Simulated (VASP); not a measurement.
These are PBEsol GGA, VASP's PBE PAW potentials (set 64) (plane waves; VASP) values and carry that method's errors.

VASP ran on this input.

### POSCAR
```
GaAs4B3
1
    5.0111162528     0.0000000000     0.0000000000
    0.0000000000     5.0111162528     0.0000000000
    0.0000000000     0.0000000000     5.0111162528
Ga As B
1 4 3
Direct
  0.0000000000   0.0000000000   0.0000000000
  0.2662400070   0.2662400070   0.2662400070
  0.7337599930   0.7337599930   0.2662400070
  0.7337599930   0.2662400070   0.7337599930
  0.2662400070   0.7337599930   0.7337599930
  0.5000000000   0.5000000000   0.0000000000
  0.5000000000   0.0000000000   0.5000000000
  0.0000000000   0.5000000000   0.5000000000
```

### INCAR
```
ALGO = Normal
EDIFF = 1E-7
ENCUT = 520
GGA = PS
ICHARG = 11
ISMEAR = 0
LASPH = T
LCHARG = F
LMAXMIX = 4
LORBIT = 11
LREAL = F
LWAVE = F
NELM = 100
PREC = Accurate
SIGMA = 0.05
SYSTEM = GaAs4B3
```

### KPOINTS
```
k-points along high-symmetry lines
15
Line-mode
Reciprocal
  0.000000   0.000000   0.000000 ! GAMMA
  0.000000   0.500000   0.000000 ! X

  0.000000   0.500000   0.000000 ! X
  0.500000   0.500000   0.000000 ! M

  0.500000   0.500000   0.000000 ! M
  0.000000   0.000000   0.000000 ! GAMMA

  0.000000   0.000000   0.000000 ! GAMMA
  0.500000   0.500000   0.500000 ! R

  0.500000   0.500000   0.500000 ! R
  0.000000   0.500000   0.000000 ! X

  0.500000   0.500000   0.500000 ! R
  0.500000   0.500000   0.000000 ! M
```

POTCAR, in this order: Ga_d As B (PBE.64 set). Program: vasp_std. Read from the step before: CHGCAR.

The run wrote:

### OSZICAR
```
       N       E                     dE             d eps       ncg     rms          rms(c)
DAV:   1     0.281028871300E+03    0.28103E+03   -0.18572E+04  4862   0.176E+03
DAV:   2    -0.131726698899E+01   -0.28235E+03   -0.27450E+03  5064   0.394E+02
DAV:   3    -0.401885503216E+02   -0.38871E+02   -0.36460E+02  5918   0.117E+02
DAV:   4    -0.418949294964E+02   -0.17064E+01   -0.16556E+01  6118   0.229E+01
DAV:   5    -0.419354843872E+02   -0.40555E-01   -0.40218E-01  6186   0.305E+00
DAV:   6    -0.419374142250E+02   -0.19298E-02   -0.19230E-02  7206   0.540E-01
DAV:   7    -0.419374613323E+02   -0.47107E-04   -0.46990E-04  6216   0.511E-02
DAV:   8    -0.419374627782E+02   -0.14459E-05   -0.14462E-05  6730   0.788E-03
DAV:   9    -0.419374628319E+02   -0.53672E-07   -0.53440E-07  4584   0.103E-03
   1 F= -.41937463E+02 E0= -.41937463E+02  d E =-.319314E-09
```

File OUTCAR:
```
 val. band max:        5.6089283723   @ k =   0.0000   0.0000   0.0000

 cond. band min:       6.0107443365   @ k =   0.0000   0.0000   0.0000



 k-point     1 :       0.0000    0.0000    0.0000
  band No.  band energies     occupation
      1      -9.3998      2.00000
      2      -9.3998      2.00000
      3      -9.3998      2.00000
      4      -9.2708      2.00000
      5      -9.2676      2.00000
      6      -9.2676      2.00000
      7      -5.5435      2.00000
      8      -5.5435      2.00000
      9      -5.5435      2.00000
     10      -2.8697      2.00000
     11      -2.8697      2.00000
     12      -2.2881      2.00000
     13       1.5248      2.00000
     14       1.5248      2.00000
     15       1.5248      2.00000
     16       1.7056      2.00000
     17       1.7056      2.00000
     18       1.7056      2.00000
     19       5.6089      2.00000
     20       5.6089      2.00000
     21       5.6089      2.00000
     22       6.0107      0.00000
     23       6.4877      0.00000
     24       6.4877      0.00000
     25       6.4877      0.00000
     26       7.0409      0.00000

 k-point     2 :       0.0000    0.0357    0.0000
  band No.  band energies     occupation
      1      -9.4024      2.00000
      2      -9.3999      2.00000
      3      -9.3999      2.00000
      4      -9.2676      2.00000
      5      -9.2676      2.00000
      6      -9.2619      2.00000
      7      -5.5770      2.00000
      8      -5.5419      2.00000
      9      -5.5419      2.00000
     10      -2.8668      2.00000
     11      -2.8405      2.00000
     12      -2.2711      2.00000
     13       1.5106      2.00000
     14       1.5125      2.00000
     15       1.5125      2.00000
     16       1.6825      2.00000
     17       1.7080      2.00000
     18       1.7080      2.00000
     19       5.5558      2.00000
     20       5.5789      2.00000
     21       5.5789      2.00000
     22       6.0393      0.00000
     23       6.4808      0.00000
...
```

The density is held fixed in this step, so its total energy and stress have no physical meaning.

The structure was generated: GaAs4B3 was put into an ordered model structure (P-43m), which need not be its known phase. It was relaxed first.
